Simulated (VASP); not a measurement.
Method: SCAN meta-GGA, VASP's PBE PAW potentials (set 64) (plane waves; VASP).

A VASP calculation is set up with these files.

**INCAR**
```
ALGO = Normal
EDIFF = 1E-7
ENCUT = 520
ISIF = 2
ISMEAR = -5
LASPH = .TRUE.
LCHARG = .FALSE.
LMAXMIX = 4
LMIXTAU = .TRUE.
LORBIT = 11
LREAL = .FALSE.
LWAVE = .FALSE.
METAGGA = SCAN
NEDOS = 601
NELM = 100
PREC = Accurate
SYSTEM = Zr
```

### KPOINTS
```
Automatic mesh
0
Gamma
15 15 8
0 0 0
```

### KPOINTS_OPT
```
k-points along high-symmetry lines
6
Line-mode
Reciprocal
  0.000000   0.000000   0.000000 ! GAMMA
  0.000000   0.500000   0.000000 ! M

  0.000000   0.500000   0.000000 ! M
 -0.333333   0.666667   0.000000 ! K

 -0.333333   0.666667   0.000000 ! K
  0.000000   0.000000   0.000000 ! GAMMA

  0.000000   0.000000   0.000000 ! GAMMA
  0.000000   0.000000   0.500000 ! A

  0.000000   0.000000   0.500000 ! A
  0.000000   0.500000   0.500000 ! L

  0.000000   0.500000   0.500000 ! L
 -0.333333   0.666667   0.500000 ! H

 -0.333333   0.666667   0.500000 ! H
  0.000000   0.000000   0.500000 ! A

  0.000000   0.500000   0.500000 ! L
  0.000000   0.500000   0.000000 ! M

 -0.333333   0.666667   0.500000 ! H
 -0.333333   0.666667   0.000000 ! K
```

POSCAR:
```
Zr
1
    1.6169207985    -2.8005889203    -0.0000000000
    1.6169207985     2.8005889203     0.0000000000
    0.0000000000     0.0000000000     5.1547447638
Zr
2
Direct
  0.3333330000   0.6666670000   0.2500000000
  0.6666670000   0.3333330000   0.7500000000
```

POTCAR, in this order: Zr_sv (PBE.64 set). Program: vasp_std.

The resulting files:

**OSZICAR**
```
       N       E                     dE             d eps       ncg     rms          rms(c)
DAV:   1     0.175793300964E+03    0.17579E+03   -0.13940E+04  4320   0.153E+03
DAV:   2    -0.566308523282E+02   -0.23242E+03   -0.23052E+03  5424   0.431E+02
DAV:   3    -0.751575753590E+02   -0.18527E+02   -0.18457E+02  8392   0.851E+01
DAV:   4    -0.756241024850E+02   -0.46653E+00   -0.46650E+00  4560   0.157E+01
DAV:   5    -0.756425253886E+02   -0.18423E-01   -0.18425E-01  6840   0.197E+00    0.191E+01
DAV:   6    -0.608834413308E+02    0.14759E+02   -0.32982E+00  7264   0.121E+01    0.125E+01
DAV:   7    -0.599996727514E+02    0.88377E+00   -0.57357E+01  5432   0.431E+01    0.916E+00
DAV:   8    -0.604356450094E+02   -0.43597E+00   -0.10878E+00  4456   0.926E+00    0.709E+00
DAV:   9    -0.610156753801E+02   -0.58003E+00   -0.48785E-01  6184   0.438E+00    0.617E+00
DAV:  10    -0.614141004590E+02   -0.39843E+00   -0.64564E-01  4912   0.357E+00    0.899E+00
DAV:  11    -0.613725280632E+02    0.41572E-01   -0.33056E+00  6352   0.112E+01    0.249E+00
DAV:  12    -0.613503111193E+02    0.22217E-01   -0.44713E-01  5352   0.822E+00    0.131E+00
DAV:  13    -0.613513306399E+02   -0.10195E-02   -0.53582E-02  6648   0.118E+00    0.158E+00
DAV:  14    -0.613620319482E+02   -0.10701E-01   -0.87200E-02  4328   0.414E+00    0.156E+00
DAV:  15    -0.613602620172E+02    0.17699E-02   -0.94626E-04  6168   0.349E-01    0.152E+00
DAV:  16    -0.613822027487E+02   -0.21941E-01   -0.73714E-02  4328   0.329E+00    0.516E-01
DAV:  17    -0.614040374853E+02   -0.21835E-01   -0.11446E-01  4736   0.459E+00    0.141E+00
DAV:  18    -0.614059763931E+02   -0.19389E-02   -0.89519E-03  5328   0.121E+00    0.167E+00
DAV:  19    -0.614076652828E+02   -0.16889E-02   -0.13722E-03  6336   0.328E-01    0.159E+00
DAV:  20    -0.613878649280E+02    0.19800E-01   -0.56990E-02  6232   0.248E+00    0.663E-01
DAV:  21    -0.613948464757E+02   -0.69815E-02   -0.76844E-03  5944   0.960E-01    0.861E-01
DAV:  22    -0.613932239231E+02    0.16226E-02   -0.24918E-03  4360   0.696E-01    0.810E-01
DAV:  23    -0.613893695992E+02    0.38543E-02   -0.39928E-03  6056   0.704E-01    0.638E-01
DAV:  24    -0.613916821813E+02   -0.23126E-02   -0.94728E-04  5872   0.331E-01    0.520E-01
DAV:  25    -0.613898690027E+02    0.18132E-02   -0.12097E-03  5648   0.389E-01    0.389E-01
DAV:  26    -0.613897795777E+02    0.89425E-04   -0.24276E-04  6112   0.150E-01    0.303E-01
DAV:  27    -0.613899769180E+02   -0.19734E-03   -0.27274E-04  4376   0.209E-01    0.223E-01
DAV:  28    -0.613897883986E+02    0.18852E-03   -0.19058E-04  4824   0.163E-01    0.167E-01
DAV:  29    -0.613896559100E+02    0.13249E-03   -0.22054E-04  5688   0.172E-01    0.706E-02
DAV:  30    -0.613895760654E+02    0.79845E-04   -0.68084E-05  6632   0.718E-02    0.337E-02
DAV:  31    -0.613895868300E+02   -0.10765E-04   -0.13551E-05  4408   0.502E-02    0.303E-02
DAV:  32    -0.613895573635E+02    0.29467E-04   -0.95244E-06  6288   0.335E-02    0.163E-02
DAV:  33    -0.613895344597E+02    0.22904E-04   -0.11901E-05  6392   0.290E-02    0.213E-03
DAV:  34    -0.613895351136E+02   -0.65392E-06   -0.11372E-06  4392   0.126E-02    0.168E-03
DAV:  35    -0.613895262694E+02    0.88441E-05   -0.78817E-07  4496   0.887E-03    0.334E-04
DAV:  36    -0.613895298348E+02   -0.35654E-05   -0.30361E-07  3416   0.626E-03    0.579E-04
DAV:  37    -0.613895292791E+02    0.55571E-06   -0.34619E-08  2384   0.216E-03    0.378E-04
DAV:  38    -0.613895282878E+02    0.99134E-06   -0.21854E-08  2344   0.124E-03    0.173E-04
DAV:  39    -0.613895284393E+02   -0.15146E-06   -0.12327E-08  2328   0.921E-04    0.262E-04
DAV:  40    -0.613895286302E+02   -0.19092E-06   -0.46610E-09  2320   0.560E-04    0.196E-04
DAV:  41    -0.613895285331E+02    0.97104E-07   -0.28863E-09  2304   0.552E-04
   1 F= -.61389529E+02 E0= -.61389529E+02  d E =0.000000E+00
       N       E                     dE             ncg
```

### OUTCAR
```
------------------------ aborting loop because EDIFF is reached ----------------------------------------
  FORCE on cell =-STRESS in cart. coord.  units (eV):
  Direction    XX          YY          ZZ          XY          YZ          ZX
  --------------------------------------------------------------------------------------
  Total       -0.0186707     -0.0186707     -0.0541001      0.0000000      0.0000000      0.0000000
  in kB       -0.6407611     -0.6407611     -1.8566646      0.0000000      0.0000000      0.0000000
  external PRESSURE =      -1.0460622 kB  Pullay stress =       0.0000000 kB
  volume of cell :       46.68
      direct lattice vectors                 reciprocal lattice vectors
     1.616920799 -2.800588920  0.000000000     0.309229741 -0.178533878  0.000000000
     1.616920799  2.800588920  0.000000000     0.309229741  0.178533878  0.000000000
     0.000000000  0.000000000  5.154744764     0.000000000  0.000000000  0.193996026
 POSITION                                       TOTAL-FORCE (eV/Angst)
 -----------------------------------------------------------------------------------
      1.61692      0.93353      1.28869         0.000000     -0.000000      0.000000
      1.61692     -0.93353      3.86606         0.000000      0.000000      0.000000
 -----------------------------------------------------------------------------------
    total drift:                               -0.000144      0.001119     -0.000019
  FREE ENERGIE OF THE ION-ELECTRON SYSTEM (eV)
  ---------------------------------------------------
  free  energy   TOTEN  =       -61.3895285331 eV

  energy  without entropy=      -61.3895285331  energy(sigma->0) =      -61.38952853

 total charge

# of ion       s       p       d       tot
------------------------------------------
    1        2.224   5.962   1.581   9.767
    2        2.224   5.962   1.581   9.767
--------------------------------------------------
tot          4.449  11.923   3.163  19.535
```
(Selected blocks of OUTCAR.)

OUTCAR:
```
 val. band max:        9.0487867046   @ k =   0.1333   0.0000   0.3750

 cond. band min:       8.9785599798   @ k =   0.2667   0.2000   0.5000


 Fermi energy:         9.0064113897

 k-point     1 :       0.0000    0.0000    0.0000
  band No.  band energies     occupation
      1     -41.6867      2.00000
      2     -41.5244      2.00000
      3     -19.4612      2.00000
      4     -18.5537      2.00000
      5     -18.5537      2.00000
      6     -18.4161      2.00000
      7     -18.4090      2.00000
      8     -18.4090      2.00000
      9       2.9989      2.00000
     10       5.7833      2.00000
     11       9.9455      0.00000
     12       9.9455      0.00000
     13      10.0348      0.00000
     14      10.0511      0.00000
     15      10.6730      0.00000
     16      10.6730      0.00000

 k-point     2 :       0.0667    0.0000    0.0000
  band No.  band energies     occupation
      1     -41.6814      2.00000
      2     -41.5221      2.00000
      3     -19.4470      2.00000
      4     -18.5852      2.00000
      5     -18.5641      2.00000
      6     -18.4418      2.00000
      7     -18.4221      2.00000
      8     -18.4131      2.00000
      9       3.1287      2.00000
     10       5.9017      2.00000
     11       9.5829     -0.01457
     12       9.7953      0.00000
     13      10.0657      0.00000
     14      10.3346      0.00000
     15      10.5593      0.00000
     16      10.7857      0.00000

 k-point     3 :       0.1333    0.0000    0.0000
  band No.  band energies     occupation
      1     -41.6660      2.00000
      2     -41.5159      2.00000
      3     -19.4056      2.00000
      4     -18.6743      2.00000
      5     -18.5925      2.00000
      6     -18.5329      2.00000
      7     -18.4404      2.00000
      8     -18.4252      2.00000
      9       3.5028      2.00000
     10       6.2252      2.00000
     11       9.0920      0.83641
     12       9.2106      0.28471
     13      10.2333      0.00000
...
```

For a metal the tetrahedron method with Blöchl corrections gives inexact stress and forces.

The compound is Zr in the hcp structure. It was relaxed first.
